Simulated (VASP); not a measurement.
Consider the following.

```
GaN
1.0
    1.62277    -2.81072     0.00000
    1.62277     2.81072     0.00000
    0.00000     0.00000     5.27814
Ga N
2 2
Direct
  0.66667   0.33333   0.50000
  0.33333   0.66667   0.00000
  0.66667   0.33333   0.87700
  0.33333   0.66667   0.37700
```

Level of theory: PBE GGA, VASP's PBE PAW potentials (set 64) (plane waves; VASP). Settings: PREC = Normal, EDIFF = 1E-5, 400 eV cut-off, 12×12×8 Γ-centred mesh, Gaussian smearing of 0.050 eV, potentials Ga N.

At this cut-off the stress carries a Pulay error, which pulls relaxed volumes low.

Q: Give the stress tensor in GPa (positive for a compressed cell).

A: 
```
-2.53   0.00   0.00
 0.00  -2.53   0.00
 0.00   0.00  -2.52
```
The pressure is its mean diagonal, -2.52 GPa.

The compound is GaN in the wurtzite structure. It was relaxed first, which changed the volume by +5 %.
